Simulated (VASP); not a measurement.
These are vdW-DF2, VASP's PBE PAW potentials (set 64) (plane waves; VASP) values and carry that method's errors.

Input for VASP

POSCAR:
```
Tb
1
    1.8000000000    -3.1176910000     0.0000000000
    1.8000000000     3.1176910000     0.0000000000
    0.0000000000     0.0000000000     5.6900000000
Tb
2
Direct
  0.3333330000   0.6666670000   0.2500000000
  0.6666670000   0.3333330000   0.7500000000
```

### INCAR
```
! general
SYSTEM    =  Tb
PREC      =  Accurate
ENCUT     =  520
LREAL     =  F
LASPH     =  T

! electronic loop
EDIFF     =  1E-6
NELM      =  100
ALGO      =  Normal
LMAXMIX   =  6

! smearing
ISMEAR    =  1
SIGMA     =  0.1

! functional
GGA       =  ML
LUSE_VDW  =  T
AGGAC     =  0.0
ZAB_VDW   =  -1.8867

! ions
IBRION    =  2
NSW       =  60
ISIF      =  3
EDIFFG    =  -0.01

! output
LWAVE     =  F
LCHARG    =  F
```

File KPOINTS:
```
Automatic mesh
0
Gamma
11 11 6
0 0 0
```

POTCAR, in this order: Tb_3 (PBE.64 set). Program: vasp_std.

The 4f electrons are frozen in the core of the lanthanide potential, so 4f levels, which can set the real gap, and their magnetism are missing. Energy and stress use the plane-wave basis of the starting cell.

Question: What does the run give for the energy per atom (σ→0), volume per atom, band gap (on the k-mesh)?

Answer: 
```json
{
 "energy per atom (σ→0)": "-1.427 eV/atom",
 "band gap (on the k-mesh)": "none (metal, semimetal or under 0.01 eV)",
 "volume_per_atom": "33.80 Å³/atom"
}
```

### OSZICAR
```
...
       N       E                     dE             d eps       ncg     rms          rms(c)
DAV:   1    -0.285424354726E+01   -0.16602E-03   -0.31062E-03  1664   0.437E-01    0.634E-02
DAV:   2    -0.285413298868E+01    0.11056E-03   -0.21364E-04  1679   0.125E-01    0.301E-02
DAV:   3    -0.285409068136E+01    0.42307E-04   -0.11789E-04  1857   0.822E-02    0.101E-02
DAV:   4    -0.285409168724E+01   -0.10059E-05   -0.62039E-06  1834   0.213E-02    0.716E-03
DAV:   5    -0.285409372040E+01   -0.20332E-05   -0.56005E-07   832   0.510E-03    0.791E-04
DAV:   6    -0.285409380249E+01   -0.82088E-07   -0.82771E-08   832   0.206E-03
   8 F= -.28540938E+01 E0= -.28543962E+01  d E =-.270420E-04
```

The compound is Tb in the hcp structure. This run relaxes it. Symmetry was kept, so distortions that lower it aren't found.
